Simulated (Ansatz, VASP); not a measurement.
# Cross-check of CoO (zincblende prototype) between VASP and Ansatz, part 2 of 3

One calculation is typed for both programs; each brings its own data sets. How far apart do they land? The cell is invented: As first built, before any earlier steps moved the atoms or strained the cell (in the runner's words): zincblende prototype, lattice guessed from radii. It may not be a known or stable phase. The cell is taken from a series of runs on this material, whose earlier steps may have relaxed, scaled, displaced or heated it; both programs get it as it stands.

VASP 6.6.1 and Ansatz 0.2.0.

So far: Starting point; Ansatz: single point, LDA, DFT+U, pair 1.

## (3) VASP: single point, LDA, DFT+U, pair 1

Level of this step: LDA, DFT+U (Co d 2.8 eV), spin-polarised from a ferromagnetic start; plane waves and PAW (Co, O); invented cell (VASP).

The same cell, functional (in two slightly different forms), mesh and smearing now go to VASP, with its own data sets.

Lines of VASP's logs that name or quote its potential files are left out, and so is its time.

Input file INCAR:

```
SYSTEM = CoO
PREC = Accurate
ENCUT = 520
EDIFF = 1E-06
NELM = 200
ISMEAR = -1
SIGMA = 0.05
LREAL = .FALSE.
ALGO = Normal
GGA = PW92
NBANDS = 16
ISPIN = 2
MAGMOM = 2.41 0.26
LDAU = .TRUE.
LDAUTYPE = 2
LDAUL = 2 -1
LDAUU = 2.8 0
LDAUJ = 0 0
LDAUPRINT = 1
LASPH = .TRUE.
LMAXMIX = 4
LORBIT = 11
LWAVE = .FALSE.
LCHARG = .FALSE.
ISIF = 2
GGA_COMPAT = .FALSE.
KPAR = 2
```

Input file POSCAR:

```
CoO
1.0
    0.0000000000      2.2851447630      2.2851447630
    2.2851447630      0.0000000000      2.2851447630
    2.2851447630      2.2851447630      0.0000000000
Co O
1 1
Direct
    0.0000000000      0.0000000000      0.0000000000
    0.2500000000      0.2500000000      0.2500000000
```

Input file KPOINTS:

```
Automatic mesh
0
Gamma
10 10 10
0 0 0
```

PAW data sets: Co and O (LDA family, release 64).

Started as:

```console
mpirun -np 2 vasp_std
```

Numbers of over 12 decimals in the logs are rounded to 6 here.

What it wrote:

```text
[banner, memory and clock lines left out]
running    2 mpi-ranks, on    1 nodes
 distrk:  each k-point on    1 cores,    2 groups
 distr:  one band on    1 cores,    1 groups

 POSCAR found type information on POSCAR CoO
 POSCAR found :  2 types and       2 ions
|                                                                             |
|               ----> ADVICE to this user running VASP <----                  |
|                                                                             |
|     You enforced a specific xc type in the INCAR file but a different       |
|     [... a line on the potential file left out ...]
|     I HOPE YOU KNOW WHAT YOU ARE DOING!                                     |
|                                                                             |

 LDA part: xc-table for (Slater(with rela. corr.)+PW92), standard interpolation
 POSCAR, INCAR and KPOINTS ok, starting setup
 FFT: planning ... GRIDC
 FFT: planning ... GRID_SOFT
 FFT: planning ... GRID
 WAVECAR not read
 entering main loop
       N       E                     dE             d eps       ncg     rms          rms(c)
DAV:   1     0.763936848396E+02    0.76394E+02   -0.69169E+03  3080   0.103E+03
DAV:   2    -0.109364093849E+02   -0.87330E+02   -0.74875E+02  3440   0.227E+02
DAV:   3    -0.155591651621E+02   -0.46228E+01   -0.45823E+01  3568   0.589E+01
DAV:   4    -0.156111365604E+02   -0.51971E-01   -0.51958E-01  3808   0.605E+00
DAV:   5    -0.156124881938E+02   -0.13516E-02   -0.13516E-02  3744   0.941E-01    0.175E+01
DAV:   6    -0.143833896360E+02    0.12291E+01   -0.23920E+01  3480   0.803E+01    0.222E+01
DAV:   7    -0.132335910486E+02    0.11498E+01   -0.78237E+00  3272   0.548E+01    0.857E+00
DAV:   8    -0.134158570512E+02   -0.18227E+00   -0.94298E-01  3728   0.807E+00    0.506E+00
DAV:   9    -0.134617841186E+02   -0.45927E-01   -0.45851E-01  4232   0.767E+00    0.106E+00
DAV:  10    -0.134995838365E+02   -0.37800E-01   -0.99040E-02  3984   0.569E+00    0.544E-01
DAV:  11    -0.135126145341E+02   -0.13031E-01   -0.39178E-02  4032   0.251E+00    0.379E-01
DAV:  12    -0.135138880609E+02   -0.12735E-02   -0.22161E-03  4200   0.926E-01    0.139E-01
DAV:  13    -0.135144891058E+02   -0.60104E-03   -0.47547E-04  3872   0.255E-01    0.909E-02
DAV:  14    -0.135148282018E+02   -0.33910E-03   -0.59912E-04  4256   0.291E-01    0.187E-02
DAV:  15    -0.135148296945E+02   -0.14927E-05   -0.35549E-05  3472   0.593E-02    0.999E-03
DAV:  16    -0.135148291042E+02    0.59028E-06   -0.19205E-06  2832   0.203E-02
   1 F= -.13514829E+02 E0= -.13514452E+02  d E =-.755081E-03  mag=     2.9966
```

OUTCAR, selected parts (step 3):

```text
ion  position               nearest neighbor table
   1  0.000  0.000  0.000-   2 1.98   2 1.98   2 1.98   2 1.98
   2  0.250  0.250  0.250-   1 1.98   1 1.98   1 1.98   1 1.98

  LATTYP: Found a face centered cubic cell.
 ALAT       =     4.5702895260

 Subroutine GETGRP returns: Found 24 space group operations
 (whereof 24 operations were pure point group operations)

The static configuration has the point symmetry T_d .

 Found     47 irreducible k-points:

   k-points           NKPTS =     47   k-points in BZ     NKDIM =     47   number of bands    NBANDS=     16

   dimension x,y,z NGX =    24 NGY =   24 NGZ =   24
   dimension x,y,z NGXF=    48 NGYF=   48 NGZF=   48

   ENCUT  =  520.0 eV  38.22 Ry    6.18 a.u.   6.01  6.01  6.01*2*pi/ulx,y,z

   NELECT =      15.0000    total number of electrons

 k-points in reciprocal lattice and weights: Automatic mesh
   0.00000000  0.00000000  0.00000000       0.001
   0.10000000  0.00000000  0.00000000       0.008
   0.20000000  0.00000000  0.00000000       0.008
   0.30000000  0.00000000  0.00000000       0.008
   0.40000000  0.00000000  0.00000000       0.008
   0.50000000  0.00000000  0.00000000       0.004
   0.10000000  0.10000000  0.00000000       0.006
   0.20000000  0.10000000  0.00000000       0.024
   0.30000000  0.10000000  0.00000000       0.024
[...]
-0.30000000  0.40000000  0.20000000       0.024
  -0.30000000  0.50000000  0.20000000       0.012

atom =   1  type =  1  l = 2

 onsite density matrix

spin component  1

  0.9843 -0.0000 -0.0000  0.0000 -0.0000
 -0.0000  0.9843  0.0000 -0.0000  0.0000
 -0.0000  0.0000  0.9676 -0.0000  0.0000
  0.0000 -0.0000 -0.0000  0.9843  0.0000
 -0.0000  0.0000  0.0000  0.0000  0.9676

spin component  2

  0.1558  0.0000 -0.0000 -0.0000  0.0000
  0.0000  0.1558  0.0000  0.0000 -0.0000
 -0.0000  0.0000  0.9284  0.0000 -0.0000
 -0.0000  0.0000  0.0000  0.1558  0.0000
  0.0000 -0.0000 -0.0000  0.0000  0.9284

 occupancies and eigenvectors

  o =  0.1558  v =  0.0000  0.0000  0.0000  0.0000  0.0000  0.0000 -0.0704  0.0000 -0.9975 -0.0000      0.0000  0.0000  0.0000  0.0000  0.0000  0.0000  0.0000  0.0000  0.0000  0.0000
  o =  0.1558  v =  0.0000  0.0000  0.0000  0.0000  0.0000  1.0000  0.0000  0.0000  0.0000  0.0000      0.0000  0.0000  0.0000  0.0000  0.0000  0.0000  0.0000  0.0000  0.0000  0.0000
  o =  0.1558  v =  0.0000  0.0000  0.0000  0.0000  0.0000  0.0000 -0.9975 -0.0000  0.0704 -0.0000      0.0000  0.0000  0.0000  0.0000  0.0000  0.0000  0.0000  0.0000  0.0000  0.0000
  o =  0.9284  v =  0.0000  0.0000  0.0000  0.0000  0.0000  0.0000  0.0000 -0.9965 -0.0000 -0.0838      0.0000  0.0000  0.0000  0.0000  0.0000  0.0000  0.0000  0.0000  0.0000  0.0000
  o =  0.9284  v =  0.0000  0.0000  0.0000  0.0000  0.0000  0.0000  0.0000  0.0838  0.0000 -0.9965      0.0000  0.0000  0.0000  0.0000  0.0000  0.0000  0.0000  0.0000  0.0000  0.0000
  o =  0.9676  v =  0.0000  0.0000 -0.9764 -0.0000  0.2161  0.0000  0.0000  0.0000  0.0000  0.0000      0.0000  0.0000  0.0000  0.0000  0.0000  0.0000  0.0000  0.0000  0.0000  0.0000
  o =  0.9676  v =  0.0000  0.0000  0.2161  0.0000  0.9764  0.0000  0.0000  0.0000  0.0000  0.0000      0.0000  0.0000  0.0000  0.0000  0.0000  0.0000  0.0000  0.0000  0.0000  0.0000
  o =  0.9843  v =  1.0000  0.0000  0.0000  0.0000  0.0000  0.0000  0.0000  0.0000  0.0000  0.0000      0.0000  0.0000  0.0000  0.0000  0.0000  0.0000  0.0000  0.0000  0.0000  0.0000
  o =  0.9843  v =  0.0000 -0.9955 -0.0000 -0.0944  0.0000  0.0000  0.0000  0.0000  0.0000  0.0000      0.0000  0.0000  0.0000  0.0000  0.0000  0.0000  0.0000  0.0000  0.0000  0.0000
  o =  0.9843  v =  0.0000  0.0944  0.0000 -0.9955  0.0000  0.0000  0.0000  0.0000  0.0000  0.0000      0.0000  0.0000  0.0000  0.0000  0.0000  0.0000  0.0000  0.0000  0.0000  0.0000

 average (electrostatic) potential at core
       1 -83.2357       2 -71.3277

 E-fermi :   4.9624

 spin component 1
 k-point     1 :       0.0000    0.0000    0.0000
  band No.  band energies     occupation
    ...
      5       1.8193      1.00000
      6       1.8193      1.00000
      7       4.8771      0.84615
      8       4.8772      0.84613
      9       4.8772      0.84613
     10       5.2791      0.00177
     11      18.8418      0.00000
     12      18.8418      0.00000
     13      18.8418      0.00000
     14      24.3337      0.00000
    ...

 k-point     2 :       0.1000    0.0000    0.0000
  band No.  band energies     occupation
    ...
      5       1.7983      1.00000
      6       1.7983      1.00000
      7       4.3143      1.00000
      8       4.8145      0.95059
      9       4.8145      0.95058
     10       5.9695      0.00000
     11      17.8704      0.00000
     12      18.9143      0.00000
     13      18.9143      0.00000
     14      23.3550      0.00000
    ...

 k-point     3 :       0.2000    0.0000    0.0000
  band No.  band energies     occupation
    ...
      5       1.7584      1.00000
      6       1.7584      1.00000
      7       3.5059      1.00000
      8       4.6402      0.99841
      9       4.6402      0.99841
     10       7.0922      0.00000
     11      16.0269      0.00000
     12      18.9252      0.00000
     13      18.9252      0.00000
     14      22.6128      0.00000
    ...

 k-point     4 :       0.3000    0.0000    0.0000
  band No.  band energies     occupation
    ...
      5       1.7478      1.00000
      6       1.7478      1.00000
      7       2.5854      1.00000
      8       4.3975      0.99999
      9       4.3975      0.99999
     10       8.4164      0.00000
     11      14.2641      0.00000
     12      18.6312      0.00000
     13      18.6312      0.00000
     14      22.1627      0.00000
    ...

 k-point     5 :       0.4000    0.0000    0.0000
  band No.  band energies     occupation
    ...
      5       1.7558      1.00000
      6       1.7831      1.00000
      7       1.7831      1.00000
      8       4.1692      1.00000
      9       4.1692      1.00000
     10       9.7481      0.00000
     11      12.8020      0.00000
     12      18.2715      0.00000
     13      18.2715      0.00000
     14      21.9573      0.00000
    ...

 k-point     6 :       0.5000    0.0000    0.0000
  band No.  band energies     occupation
    ...
      5       1.3904      1.00000
      6       1.8107      1.00000
      7       1.8108      1.00000
      8       4.0713      1.00000
      9       4.0713      1.00000
     10      10.6057      0.00000
     11      11.9345      0.00000
     12      18.1243      0.00000
     13      18.1243      0.00000
     14      21.9073      0.00000
    ...

  Total       -1.5326416     -1.5326416     -1.5326416      0.0000000     -0.0000000     -0.0000000
  in kB     -102.8916308   -102.8916308   -102.8916308      0.0000000     -0.0000000     -0.0000000
  external PRESSURE =    -102.8916308 kB  Pullay stress =       0.0000000 kB

  energy-cutoff  :      520.00
  volume of cell :       23.87
      direct lattice vectors                 reciprocal lattice vectors
     0.000000000  2.285144763  2.285144763    -0.218804519  0.218804519  0.218804519
     2.285144763  0.000000000  2.285144763     0.218804519 -0.218804519  0.218804519
     2.285144763  2.285144763  0.000000000     0.218804519  0.218804519 -0.218804519

 POSITION                                       TOTAL-FORCE (eV/Angst)
 -----------------------------------------------------------------------------------
      0.00000      0.00000      0.00000         0.000000     -0.000000      0.000000
      1.14257      1.14257      1.14257        -0.000000      0.000000     -0.000000
 -----------------------------------------------------------------------------------
    total drift:                                0.000001      0.000001      0.000001

  FREE ENERGIE OF THE ION-ELECTRON SYSTEM (eV)
  ---------------------------------------------------
  free  energy   TOTEN  =       -13.5148291042 eV

  energy  without entropy=      -13.5140740227  energy(sigma->0) =      -13.51445156

 total charge
# of ion       s       p       d       tot
------------------------------------------
    1        0.350   0.427   7.186   7.963
    2        1.535   3.435   0.000   4.970
--------------------------------------------------
tot          1.885   3.861   7.186  12.932

 magnetization (x)
# of ion       s       p       d       tot
------------------------------------------
    1        0.017   0.053   2.564   2.634
    2        0.016   0.227   0.000   0.244
--------------------------------------------------
tot          0.034   0.280   2.564   2.878

[... 6 further parts left out ...]
```

The cell holds one magnetic atom, so no antiferromagnetic order fits into it.

## (4) Comparison

Known differences besides the potentials themselves: VASP starts from the moments at which Ansatz ended; U acts on the PAW sphere in VASP and on atomic orbitals in Ansatz, so only states and trends compare; the data sets hold 23 valence electrons in Ansatz (on its default PAW (the set named soft_2) files) and 15 in VASP; the cutoff is 420 eV in Ansatz and 520 eV in VASP; VASP's log shows a relativistic correction to its local exchange, Ansatz's none; site moments are counted in spheres of each program's own size. Total energies have different zeros and are not compared.

The two programs side by side:

| quantity | Ansatz | VASP | difference |
| --- | --- | --- | --- |
| total moment (μB) | 3.00 | 3.00 | 0.00 |
| moment on Co1 (μB) | 2.41 | 2.63 | -0.22 |
| moment on O2 (μB) | 0.26 | 0.24 | +0.02 |

## (5) Ansatz: single point, LDA, DFT+U, pair 2

A single point takes one fixed geometry, so differences don't come from the geometry; what else differs is listed under the comparison.

The cell is taken from a series of runs on this material, whose earlier steps may have relaxed, scaled, displaced or heated it; both programs get it as it stands.

Input file input.yaml:

```yaml
crystal:
  lattice:
    - [0.0, 2.285144763, 2.285144763]
    - [2.285144763, 0.0, 2.285144763]
    - [2.285144763, 2.285144763, 0.0]
  atoms:
    - { symbol: Co, position: [0.0, 0.0, 0.0], spin: 3.0 }
    - { symbol: O, position: [0.25, 0.25, 0.25] }
magnetization:
  spin_polarized: true
kpoints:
  mp_grid: { grid: [10, 10, 10] }
hamiltonian:
  xc: lda
  hubbard:
    sites: [{ species: Co, l: d, u_eff: 0.88 }]
    projectors: ortho-atomic
scf:
  occupations: { method: fermi_dirac, width: 0.06 }
output:
  eigenvalues: true
```

Started as:

```console
ansatz run input.yaml --threads 4 --pin off --max-ram 8192MiB --backend cpu --events-out ev --progress --plain --runs-dir out
```

What it wrote:

```text
[...]
Crystal: 2 atoms, lattice volume = 23.866 Å³
Basis set: ecut = 420 eV, 459 PW (Γ)
Bands: 17, of which v1, the nominal top of the filled ones, is band 12 counted from 1 (11 counted from 0)
Symmetry: 24 space group operations
[...]
k-points: 47 of 1000 (time reversal used)
[...]
Starting moments: Σ|m| = 3 μB on 1 of 2 sites
[...]
k-point 0 ↑: bands = [... 8 lower, 7.2398, 7.2398, 9.9273, 9.9523, 9.9523, 9.9523, 23.4806, 23.4806, ... 1 higher]
  k-point 1 ↑: bands = [... 8 lower, 7.2194, 7.2194, 9.4301, 9.8926, 9.8926, 10.6214, 22.5237, 23.5605, ... 1 higher]
  k-point 2 ↑: bands = [... 8 lower, 7.1858, 7.1858, 8.7834, 9.7226, 9.7226, 11.6948, 20.6934, 23.6257, ... 1 higher]
  k-point 46 ↓: bands = [... 8 lower, 9.1326, 9.5192, 9.7423, 10.7863, 11.1554, 17.3376, 20.0596, 20.3359, ... 1 higher]
Occupation matrices written to <dir>
[key lines of the parts left out:]
SCF converged after 13 iterations
Magnetization: 2.9064 μB (12.9532 up, 10.0468 down)
Free energy (F): -5616.012693 eV
Fermi energy:    9.790783 eV
```

## (6) VASP: single point, LDA, DFT+U, pair 2

The same cell, functional (in two slightly different forms), mesh and smearing now go to VASP, with its own data sets.

Edit INCAR of step 3 so:

```diff
@@ -6,3 +6,3 @@
 ISMEAR = -1
-SIGMA = 0.05
+SIGMA = 0.06
 LREAL = .FALSE.
@@ -12,3 +12,3 @@
 ISPIN = 2
-MAGMOM = 2.41 0.26
+MAGMOM = 2.33 0.34
 LDAU = .TRUE.
@@ -16,3 +16,3 @@
 LDAUL = 2 -1
-LDAUU = 2.8 0
+LDAUU = 0.88 0
 LDAUJ = 0 0
```

POSCAR is that of step 3.

KPOINTS is that of step 3.

Started as:

```console
mpirun -np 2 vasp_std
```

What it wrote:

```text
[banner, memory and clock lines left out]
running    2 mpi-ranks, on    1 nodes
[...]
[... a notice as in an earlier step ...]

 LDA part: xc-table for (Slater(with rela. corr.)+PW92), standard interpolation
 POSCAR, INCAR and KPOINTS ok, starting setup
[...]
entering main loop
       N       E                     dE             d eps       ncg     rms          rms(c)
DAV:   1     0.741664326602E+02    0.74166E+02   -0.68955E+03  3080   0.103E+03
DAV:   2    -0.125688884583E+02   -0.86735E+02   -0.74639E+02  3424   0.227E+02
DAV:   3    -0.170169825645E+02   -0.44481E+01   -0.43596E+01  3600   0.571E+01
DAV:   4    -0.170686891026E+02   -0.51707E-01   -0.51694E-01  3784   0.598E+00
[...]
DAV:  14    -0.143546208882E+02   -0.14130E-04   -0.53466E-05  3784   0.821E-02    0.272E-02
DAV:  15    -0.143546172210E+02    0.36672E-05   -0.10474E-05  3856   0.388E-02    0.177E-02
DAV:  16    -0.143546168772E+02    0.34378E-06   -0.11549E-06  1704   0.189E-02
   1 F= -.14354617E+02 E0= -.14344132E+02  d E =-.209695E-01  mag=     2.9264
```

From OUTCAR (step 6):

```text
  Total       -2.6649894     -2.6649894     -2.6649894      0.0000000      0.0000000      0.0000000
  in kB     -178.9101269   -178.9101269   -178.9101269      0.0000000      0.0000000      0.0000000
  external PRESSURE =    -178.9101269 kB  Pullay stress =       0.0000000 kB

 POSITION                                       TOTAL-FORCE (eV/Angst)
 -----------------------------------------------------------------------------------
      0.00000      0.00000      0.00000         0.000000      0.000000      0.000000
      1.14257      1.14257      1.14257        -0.000000     -0.000000     -0.000000
 -----------------------------------------------------------------------------------
    total drift:                                0.000001      0.000001      0.000001

  FREE ENERGIE OF THE ION-ELECTRON SYSTEM (eV)
  ---------------------------------------------------
  free  energy   TOTEN  =       -14.3546168772 eV

  energy  without entropy=      -14.3336473480  energy(sigma->0) =      -14.34413211

 magnetization (x)
# of ion       s       p       d       tot
------------------------------------------
    1        0.018   0.049   2.441   2.508
    2        0.020   0.309   0.000   0.329
--------------------------------------------------
tot          0.037   0.358   2.441   2.837

[... 2 parts as in an earlier step ...]

[... 1 further part left out ...]
[key lines of the parts left out:]
E-fermi :   5.0498
```

The run ends at a pressure of -17.89 GPa.

## (7) Side by side

What differs besides the data sets and the points named for the pairs above, as far as they apply: the data sets hold 23 valence electrons in Ansatz (on its default PAW (the set named soft_2) files) and 15 in VASP. Total energies have different zeros and are not compared.

The two programs side by side:

| quantity | Ansatz | VASP | difference |
| --- | --- | --- | --- |
| total moment (μB) | 2.91 | 2.93 | -0.02 |
| moment on Co1 (μB) | 2.33 | 2.51 | -0.18 |
| moment on O2 (μB) | 0.34 | 0.33 | +0.01 |

(Continued in part 3 of 3.)

[Lines on the potential files, build, host, timing and source positions are cut from VASP's logs without a mark.]

[Logs are printed without paths, hosts, clocks, repeated set-up lines and the standing remarks that a program may print on its own settings, such as how far it seeks lower states.]

[Hosts, paths, dates, database ids (printed as entryN), source tags and the programs' standing remarks are cut or masked in the printed files.]
